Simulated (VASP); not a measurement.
The system is GaP.

```
Ga P
1.0
     0.00000    2.72581    2.72581
     2.72581    0.00000    2.72581
     2.72581    2.72581    0.00000
Ga P
1 1
Direct
  0.00000 0.00000 0.00000
  0.25000 0.25000 0.25000
```

The cell was built by a generator and isn't the measured one.

* Program: VASP 6.6.1
* Task: relaxation of cell and atoms
* Functional: LDA
* Potentials or basis: VASP PAW LDA potentials, release 64 (Ga_d, P)
* Cutoff: 600 eV
* k mesh: 8 × 8 × 8
* Occupations: gaussian, width 0.02 eV
* Spin: no spin polarisation

At the start: pressure -2.7 GPa; volume 20.25 Å³/atom.

Q: Where does the relaxation end?

A: Over 5 steps the energy falls by 5.6 meV/atom and the volume is 19.62 Å³/atom (-3.1 %); space group F-43m (No. 216, to 0.05 Å).

The path:
| step | energy change (eV) | largest force (eV/Å) | pressure (GPa) | volume (Å³) |
| --- | --- | --- | --- | --- |
| 1 | 0.0000 | 0.0000 | -2.65 | 40.51 |
| 2 | -0.0082 | 0.0000 | 1.67 | 38.57 |
| 3 | -0.0112 | 0.0000 | 0.10 | 39.21 |
| 4 | -0.0112 | 0.0000 | -0.22 | 39.25 |
| 5 | -0.0112 | 0.0000 | -0.01 | 39.24 |

Final structure:
```cif
data_structure
_symmetry_space_group_name_H-M 'P 1'
_symmetry_Int_Tables_number 1
_cell_length_a 3.8143
_cell_length_b 3.8143
_cell_length_c 3.8143
_cell_angle_alpha 60.000
_cell_angle_beta 60.000
_cell_angle_gamma 60.000
_cell_volume 39.24
loop_
_atom_site_label
_atom_site_type_symbol
_atom_site_fract_x
_atom_site_fract_y
_atom_site_fract_z
_atom_site_occupancy
Ga1 Ga 0.00000 0.00000 0.00000 1
P1 P 0.25000 0.25000 0.25000 1
```
